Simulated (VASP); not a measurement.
Level of theory: PBEsol GGA, VASP's PBE PAW potentials (set 64) (plane waves; VASP 6.6.1).

A VASP calculation is set up with these files.

INCAR:
```
ENCUT  =  620
LWAVE  =  .FALSE.
EDIFFG  =  -0.02
NSW  =  40
ALGO  =  Normal   ! blocked Davidson
LCHARG  =  .FALSE.
PSTRESS  =  100   ! kbar
IBRION  =  2
NELM  =  100
ISMEAR  =  0
LREAL  =  .FALSE.   ! projection in real space or not
PREC  =  Accurate
EDIFF  =  1E-6   ! SCF stop (eV)
SYSTEM  =  CaB6
SIGMA  =  0.05   ! width (eV)
GGA  =  PS
LASPH  =  .TRUE.
ISIF  =  3
```

### KPOINTS
```
Automatic
0
G
 6 6 6
0 0 0
```

POSCAR:
```
CaB6
1.0
  4.0868389691   0.0000000000   0.0000000000
  0.0000000000   4.0868389691   0.0000000000
  0.0000000000   0.0000000000   4.0868389691
Ca B
1 6
direct
  0.0000000000   0.0000000000   0.0000000000
  0.7991004817   0.5000000000   0.5000000000
  0.5000000000   0.2008995183   0.5000000000
  0.5000000000   0.7991004817   0.5000000000
  0.2008995183   0.5000000000   0.5000000000
  0.5000000000   0.5000000000   0.7991004817
  0.5000000000   0.5000000000   0.2008995183
```

POTCAR, in this order: Ca_sv B (PBE.64 set). Program: vasp_std.

Energy and stress use the plane-wave basis of the starting cell.

Problem. Estimate the energy per atom (σ→0), volume per atom.

Solution. 
```json
{
 "energy per atom (σ→0)": "-6.713 eV/atom",
 "volume_per_atom": "9.48 Å^3/atom"
}
```

OSZICAR:
```
...
       N       E                     dE             d eps       ncg     rms          rms(c)
DAV:   1    -0.469940237806E+02   -0.13162E-01   -0.21048E-01   742   0.305E+00    0.188E-01
DAV:   2    -0.469928188994E+02    0.12049E-02   -0.65061E-03   976   0.596E-01    0.929E-02
DAV:   3    -0.469925020806E+02    0.31682E-03   -0.21982E-03   800   0.281E-01    0.169E-02
DAV:   4    -0.469924994808E+02    0.25998E-05   -0.21594E-04   954   0.968E-02    0.121E-02
DAV:   5    -0.469924992303E+02    0.25045E-06   -0.21053E-05  1186   0.276E-02    0.562E-03
DAV:   6    -0.469924986207E+02    0.60965E-06   -0.23582E-06   768   0.138E-02
   5 F= -.42849055E+02 E0= -.42848941E+02  d E =-.747564E-03
```

The compound is CaB6 in the cab6 structure. This run relaxes it under an external pressure of 10 GPa. Symmetry was kept, so distortions that lower it aren't found.
